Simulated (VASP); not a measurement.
Consider the following.

Space group P6₃mc (No. 186); a = 2.555 Å, b = 2.555 Å, c = 4.225 Å, α = 90.00°, β = 90.00°, γ = 120.00°

```json
[
 {"atom": "B", "site": "2b", "symmetry": "3m.", "x": "0.3333", "y": "0.6667", "z": "0.0002"},
 {"atom": "N", "site": "2b", "symmetry": "3m.", "x": "0.3333", "y": "0.6667", "z": "0.3748"}
]
```

Calculation: PBE GGA, VASP's PBE PAW potentials (set 64) (plane waves; VASP). Settings: 600 eV cut-off, 10×10×6 Γ-centred mesh, Gaussian smearing of 0.050 eV, potentials B N.

Each relaxation starts from this cell; other phases were not tried.

### Question
The cell is relaxed at 5 GPa. What happens?

### Answer
The volume per atom goes from 5.97 to 5.89 Å³ (-1.4 %), and the cell becomes a = b = 2.543 Å, c = 4.206 Å, α = β = 90.00°, γ = 120.00°, space group P6_3mc.

### Question
The cell is relaxed at 15 GPa. What happens?

### Answer
The volume per atom goes from 5.97 to 5.75 Å³ (-3.8 %), and the cell becomes a = b = 2.5226 Å, c = 4.1726 Å, α = β = 90.00°, γ = 120.00°, space group P6_3mc.

Failed runs are left out, and for metals the shear rows, which the mesh's noise covers.

The compound is BN in the wurtzite structure, a metastable high-pressure form.
